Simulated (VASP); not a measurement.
Calculation: PBE GGA, VASP's PBE PAW potentials (set 64) (plane waves; VASP 6.6.1).

VASP input:

**POSCAR**
```
Sr
4.2992090
  0.0000000000   0.7071068190   0.7071068190
  0.7071068190   0.0000000000   0.7071068190
  0.7071068190   0.7071068190   0.0000000000
Sr
1
Direct
  0.0000000000   0.0000000000   0.0000000000
```

### KPOINTS
```
Automatic mesh
0
gamma
 8 8 8
0 0 0
```

### INCAR
```
! general
SYSTEM   =  Sr
PREC     =  Accurate
ENCUT    =  400
LREAL    =  F
LASPH    =  T

! electronic loop
EDIFF    =  1E-6
NELM     =  100
ALGO     =  Normal
LMAXMIX  =  4

! smearing
ISMEAR   =  1
SIGMA    =  0.1

! functional
GGA      =  PE

! ions
ISIF     =  2

! output
LWAVE    =  F
LCHARG   =  F
```

POTCAR, in this order: Sr_sv (PBE.64 set). Program: vasp_std.

The run wrote:

OSZICAR:
```
       N       E                     dE             d eps       ncg     rms          rms(c)
DAV:   1     0.311547868282E+02    0.31155E+02   -0.43088E+03   522   0.772E+02
DAV:   2    -0.341622616407E+00   -0.31496E+02   -0.31328E+02   596   0.148E+02
DAV:   3    -0.160297110182E+01   -0.12613E+01   -0.12255E+01   763   0.242E+01
DAV:   4    -0.163848619585E+01   -0.35515E-01   -0.35497E-01   760   0.384E+00
DAV:   5    -0.163883839138E+01   -0.35220E-03   -0.35203E-03   821   0.296E-01    0.108E+01
DAV:   6    -0.163945724040E+01   -0.61885E-03   -0.62551E-03   619   0.107E+00    0.609E+00
DAV:   7    -0.163997814246E+01   -0.52090E-03   -0.11028E-02   600   0.138E+00    0.283E-01
DAV:   8    -0.163997617655E+01    0.19659E-05   -0.18686E-03   824   0.250E-01    0.121E-01
DAV:   9    -0.163999464870E+01   -0.18472E-04   -0.21262E-05   709   0.527E-02    0.369E-02
DAV:  10    -0.164001317601E+01   -0.18527E-04   -0.85856E-06   634   0.300E-02    0.295E-02
DAV:  11    -0.164001265831E+01    0.51770E-06   -0.40957E-07   368   0.679E-03
   1 F= -.16400127E+01 E0= -.16401890E+01  d E =0.529161E-03
```

File OUTCAR:
```
------------------------ aborting loop because EDIFF is reached ----------------------------------------
  FORCE on cell =-STRESS in cart. coord.  units (eV):
  Direction    XX          YY          ZZ          XY          YZ          ZX
  --------------------------------------------------------------------------------------
  Total       -0.1312681     -0.1312681     -0.1312681      0.0000000     -0.0000000      0.0000000
  in kB       -3.7429926     -3.7429926     -3.7429926      0.0000000     -0.0000000      0.0000000
  external PRESSURE =      -3.7429926 kB  Pullay stress =       0.0000000 kB
  volume of cell :       56.19
      direct lattice vectors                 reciprocal lattice vectors
     0.000000000  3.040000000  3.040000000    -0.164473684  0.164473684  0.164473684
     3.040000000  0.000000000  3.040000000     0.164473684 -0.164473684  0.164473684
     3.040000000  3.040000000  0.000000000     0.164473684  0.164473684 -0.164473684
 POSITION                                       TOTAL-FORCE (eV/Angst)
 -----------------------------------------------------------------------------------
      0.00000      0.00000      0.00000         0.000000      0.000000      0.000000
 -----------------------------------------------------------------------------------
    total drift:                               -0.000000     -0.000000     -0.000000
  FREE ENERGIE OF THE ION-ELECTRON SYSTEM (eV)
  ---------------------------------------------------
  free  energy   TOTEN  =        -1.6400126583 eV

  energy  without entropy=       -1.6405418196  energy(sigma->0) =       -1.64018905
```
(Selected blocks of OUTCAR.)

The compound is Sr in the fcc structure. The cell was not relaxed at this level.
